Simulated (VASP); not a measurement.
Energy against volume of Ni₃Si (L1_2). These are PW91 GGA, VASP's PBE PAW potentials (set 64) (plane waves; VASP) values and carry that method's errors. Numerical set-up: 520 eV cut-off, 9×9×9 Γ-centred mesh, first-order Methfessel-Paxton smearing of 0.10 eV, potentials Si Ni.

| V (Å³/atom) | E (eV/atom) |
|---|---|
| 10.487 | -5.89045 |
| 10.811 | -5.89738 |
| 11.135 | -5.89151 |
| 11.460 | -5.87491 |

**Question.** Fit these four points and predict the energy of the run at 10.162 Å³/atom.

**Answer.** A cubic in V^(−2/3), the third-order Birch-Murnaghan form, passes through the four points with V0 = 10.81 Å³/atom and B0 = 210 GPa, and gives -5.8681 eV/atom there. The run gave -5.8683 eV/atom, -0.2 meV/atom from the fit; all five points give B0 = 210 GPa.

The compound is Ni3Si in the L1_2 structure. It was relaxed first. The run is not spin-polarised, so no magnetic state was tried.
